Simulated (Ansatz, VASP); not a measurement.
One calculation of MgW, two programs

INCAR

```
SYSTEM = MgW
ALGO = Normal
EDIFF = 1E-7
ENCUT = 520
GGA = PE
ISIF = 2
ISMEAR = -1
LASPH = .True.
LCHARG = .False.
LREAL = .False.
LWAVE = .False.
NBANDS = 24
NELM = 80
PREC = Accurate
SIGMA = 0.05
```

Contents of KPOINTS:

```
k-points
0
Gamma
  6 5 6
  0 0 0
```

The input POSCAR:

```
MgW
1.0
    4.6800000000      0.0000000000      0.0000000000
    0.0000000000      5.6600000000      0.0000000000
   -0.0283370091      0.0000000000      4.9199183950
W Mg
2 2
Direct
    0.0012100000      0.1857690000      0.2430520000
    0.0081940000      0.8245550000      0.7566280000
    0.5007280000      0.6877900000      0.2475930000
    0.5119600000      0.3162570000      0.7536090000
```

The input input.yaml:

```yaml
crystal:
  lattice:
    - [4.68, 0.0, 0.0]
    - [0.0, 5.66, 0.0]
    - [-0.0283370091, 0.0, 4.919918395]
  atoms:
    - { symbol: W, position: [0.00121, 0.185769, 0.243052] }
    - { symbol: W, position: [0.008194, 0.824555, 0.756628] }
    - { symbol: Mg, position: [0.500728, 0.68779, 0.247593] }
    - { symbol: Mg, position: [0.51196, 0.316257, 0.753609] }
hamiltonian:
  xc: pbe
  pseudopotentials: { kind: paw }
kpoints:
  mp_grid: { grid: [6, 5, 6] }
scf:
  occupations: { method: fermi_dirac, width: 0.05 }
output:
  forces: true
  stress: true
  eigenvalues: true
```

Change from the starting cell: atoms moved at random, drawn with an rms of 0.05 Å.

Alike in both runs: task single point; functional PBE; k mesh 6 × 5 × 6; occupations fermi-dirac, width 0.05 eV; no spin polarisation.

```csv
,VASP,Ansatz
version,VASP 6.6.1,Ansatz 0.2.0
potentials or method,"VASP PAW PBE potentials, release 64 (W_sv, Mg)",Ansatz PAW
plane-wave cutoff (eV),520,420
valence electrons in the cell,32,48
```

Ansatz gave:

- gap on the k mesh at the Fermi level (eV): none
- pressure (GPa): -20.6
- largest component of the traceless stress (GPa): 4.40
- rms of the force components (eV/Å): 1.201

Question: What did VASP give for the same quantities?

Answer: gap on the k mesh at the Fermi level (eV): none; pressure (GPa): -20.7; largest component of the traceless stress (GPa): 4.40; rms of the force components (eV/Å): 1.199.

Atom by atom the forces differ by 0.002 eV/Å (rms over components). A gap of «none» marks a metal or a gap that the smearing closes. The two sets of potentials don't hold the same shells in valence.

Spin-orbit coupling is left out, which matters for the levels of W.
